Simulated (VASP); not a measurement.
Be3CdTe4: single point with r2SCAN

The system is Be3CdTe4.

```xyz
8
Lattice="5.9187 0.0000 0.0000 0.0000 5.9187 0.0000 0.0000 0.0000 5.9187" Properties=species:S:1:pos:R:3 pbc="T T T"
Be    0.0000    2.9594    2.9594
Be    2.9594    2.9594    0.0000
Be    2.9594    0.0000    2.9594
Cd    0.0000    0.0000    0.0000
Te    4.3259    4.3259    1.5929
Te    4.3259    1.5929    4.3259
Te    1.5929    4.3259    4.3259
Te    1.5929    1.5929    1.5929
```

The cell was built by a generator and needn't be a form met in nature.

* Program: VASP 6.6.1
* Task: single point
* Functional: r2SCAN
* Potentials or basis: VASP PAW PBE potentials, release 64 (Be, Cd, Te)
* Cutoff: 520 eV
* k mesh: 4 × 4 × 4
* Occupations: gaussian, width 0.03 eV
* Spin: no spin polarisation
* Further INCAR settings: ALGO = Normal; EDIFF = 1e-06; NBANDS = 31

| Quantity | Value |
| --- | --- |
| Pressure | -0.5 GPa |
| Largest force | 0.118 eV/Å |
| Band gap on the k mesh | 2.22 eV, direct |

Forces on the atoms (eV/Å):
```
Be   0.000  0.000  0.000
Be   0.000  0.000  0.000
Be   0.000  0.000  0.000
Cd   0.000  0.000  0.000
Te   0.068  0.068 -0.068
Te   0.068 -0.068  0.068
Te  -0.068  0.068  0.068
Te  -0.068 -0.068 -0.068
```

Levels at points of the mesh, in eV from the valence-band top:
| k point | band 17 | band 18 | band 19 | band 20 | band 21 | band 22 | band 23 | band 24 | band 25 | band 26 |
| --- | --- | --- | --- | --- | --- | --- | --- | --- | --- | --- |
| (0.00, 0.00, 0.00) | -2.45 | -2.45 | 0.00 | 0.00 | 0.00 | 2.22 | 2.52 | 2.52 | 2.52 | 3.06 |
| (0.50, 0.00, 0.00) | -2.66 | -1.80 | -1.80 | -1.02 | -1.02 | 2.86 | 3.29 | 4.10 | 4.24 | 5.19 |
| (0.50, 0.50, 0.00) | -2.74 | -1.81 | -1.08 | -0.75 | -0.75 | 3.66 | 3.66 | 3.91 | 4.41 | 5.47 |
| (0.50, 0.50, 0.50) | -1.22 | -1.22 | -0.53 | -0.53 | -0.53 | 2.66 | 2.95 | 2.95 | 2.95 | 4.64 |

Run time: 3 min on 8 MPI ranks on Intel(R) Xeon(R) Platinum 8375C CPU @ 2.90GHz (Ice Lake), with other jobs on the host, peak memory 0.4 GiB a rank.

Caveat: the PAW data sets were made with another functional, which shifts forces and pressure a little; spin-orbit coupling is left out, which moves the levels of the heavy elements. r2SCAN opens gaps a little over a GGA but as a rule still falls short of measured ones.
